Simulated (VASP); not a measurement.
OSZICAR of a VASP run on Cs$_{2}$PdCl$_{4}$ (atoms displaced from the space group 123 structure):

OSZICAR:
```
       N       E                     dE             d eps       ncg     rms          rms(c)
DAV:   1     0.339775171439E+03    0.33978E+03   -0.17778E+04  1526   0.916E+02
DAV:   2     0.134120737275E+01   -0.33843E+03   -0.33335E+03  2072   0.230E+02
DAV:   3    -0.264892214251E+02   -0.27830E+02   -0.27744E+02  1808   0.777E+01
DAV:   4    -0.269262696625E+02   -0.43705E+00   -0.43680E+00  1980   0.110E+01
DAV:   5    -0.269345823618E+02   -0.83127E-02   -0.83110E-02  1868   0.142E+00    0.143E+01
DAV:   6    -0.258227562698E+02    0.11118E+01   -0.56369E+00  1561   0.151E+01    0.873E+00
DAV:   7    -0.256514778701E+02    0.17128E+00   -0.13659E+00  1607   0.883E+00    0.490E+00
DAV:   8    -0.256283195311E+02    0.23158E-01   -0.17952E-01  1904   0.207E+00    0.890E-01
DAV:   9    -0.256335344693E+02   -0.52149E-02   -0.25404E-02  1780   0.114E+00    0.323E-01
DAV:  10    -0.256425269817E+02   -0.89925E-02   -0.78400E-03  1626   0.501E-01    0.138E-01
DAV:  11    -0.256447624946E+02   -0.22355E-02   -0.86558E-04  1778   0.140E-01    0.758E-02
DAV:  12    -0.256461338964E+02   -0.13714E-02   -0.11241E-03  1558   0.144E-01    0.470E-02
DAV:  13    -0.256461417114E+02   -0.78151E-05   -0.47749E-05  1907   0.362E-02    0.173E-02
DAV:  14    -0.256461550047E+02   -0.13293E-04   -0.17337E-05  1631   0.244E-02    0.331E-03
DAV:  15    -0.256461557080E+02   -0.70328E-06   -0.11745E-06  1292   0.707E-03
   1 F= -.25646156E+02 E0= -.25646156E+02  d E =-.150293E-18
```

### Question
Which electronic solver shows in the log?

### Answer
It is blocked Davidson (ALGO = Normal, or the opening steps of other solvers). The INCAR had ALGO = Normal.

### Question
Can the final energy be trusted as converged?

### Answer
The calculation finished and met its thresholds. It stopped with EDIFF = 1E-6, NELM = 100 (PBEsol GGA, plane waves, VASP's PBE PAW potentials (set 64)).

The structure comes from a measured Cs2PdCl4 entry of the Crystallography Open Database, whose conditions weren't checked. The cell was not relaxed at this level, atoms are displaced from their ideal sites.
